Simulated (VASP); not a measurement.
Calculation: PBEsol GGA, VASP's PBE PAW potentials (set 64) (plane waves; VASP).

Input for VASP

INCAR:
```
! general
SYSTEM   =  NaCl
PREC     =  Accurate
ENCUT    =  500
LREAL    =  F
LASPH    =  T

! electronic loop
EDIFF    =  1E-6
NELM     =  100
ALGO     =  Normal   ! blocked Davidson

! smearing
ISMEAR   =  0
SIGMA    =  0.05   ! width (eV)

! functional
GGA      =  PS   ! PBEsol

! ions
IBRION   =  2
NSW      =  40
ISIF     =  3
EDIFFG   =  -0.02   ! ionic stop
PSTRESS  =  300   ! kbar

! output
LWAVE    =  F
LCHARG   =  F
```

File POSCAR:
```
NaCl
1
    0.0000000000     2.4336546074     2.4336546074
    2.4336546074     0.0000000000     2.4336546074
    2.4336546074     2.4336546074    -0.0000000000
Na Cl
1 1
Direct
  0.0000000000   0.0000000000   0.0000000000
  0.5000000000   0.5000000000   0.5000000000
```

**KPOINTS**
```
kpoints
0
gamma
9 9 9
```

POTCAR, in this order: Na_pv Cl (PBE.64 set). Program: vasp_std.

What VASP printed:

**OSZICAR**
```
       N       E                     dE             d eps       ncg     rms          rms(c)
DAV:   1     0.981665418914E+02    0.98167E+02   -0.75174E+03   776   0.142E+03
DAV:   2    -0.177193556335E+00   -0.98344E+02   -0.92814E+02   851   0.319E+02
DAV:   3    -0.612785178558E+01   -0.59507E+01   -0.59159E+01   905   0.781E+01
DAV:   4    -0.622557900127E+01   -0.97727E-01   -0.97632E-01   965   0.102E+01
DAV:   5    -0.622722500296E+01   -0.16460E-02   -0.16459E-02   923   0.124E+00    0.274E+00
DAV:   6    -0.606824110541E+01    0.15898E+00   -0.25385E-01  1034   0.586E+00    0.198E+00
DAV:   7    -0.604679943381E+01    0.21442E-01   -0.81704E-02  1085   0.299E+00    0.116E+00
DAV:   8    -0.604724258828E+01   -0.44315E-03   -0.44030E-03   887   0.936E-01    0.162E-01
DAV:   9    -0.604720971534E+01    0.32873E-04   -0.11436E-04   922   0.188E-01    0.423E-02
DAV:  10    -0.604722538717E+01   -0.15672E-04   -0.31202E-05   896   0.120E-01    0.690E-03
DAV:  11    -0.604722549527E+01   -0.10810E-06   -0.72734E-06   957   0.475E-02
   1 F= -.64941674E+00 E0= -.64941674E+00  d E =-.649417E+00
```

File OUTCAR:
```
------------------------ aborting loop because EDIFF is reached ----------------------------------------
  FORCE on cell =-STRESS in cart. coord.  units (eV):
  Direction    XX          YY          ZZ          XY          YZ          ZX
  --------------------------------------------------------------------------------------
  Total        5.3762773      5.3762773      5.3762773      0.0000000      0.0000000     -0.0000000
  in kB      298.8033230    298.8033230    298.8033230      0.0000000      0.0000000     -0.0000000
  external PRESSURE =      -1.1966770 kB  Pullay stress =     300.0000000 kB
  volume of cell :       28.83
      direct lattice vectors                 reciprocal lattice vectors
     0.000000000  2.433654607  2.433654607    -0.205452326  0.205452326  0.205452326
     2.433654607  0.000000000  2.433654607     0.205452326 -0.205452326  0.205452326
     2.433654607  2.433654607  0.000000000     0.205452326  0.205452326 -0.205452326
  FREE ENERGIE OF THE ION-ELECTRON SYSTEM (eV)
  ---------------------------------------------------
  free  energy   TOTEN  =        -6.0472254953 eV

  energy  without entropy=       -6.0472254953  energy(sigma->0) =       -6.04722550
  enthalpy is  TOTEN    =        -0.6494167438 eV   P V=        5.3978087515

 reached required accuracy - stopping structural energy minimisation
```
(Selected blocks of OUTCAR.)

The compound is NaCl in the rock salt structure. It was relaxed first under an external pressure of 30 GPa.
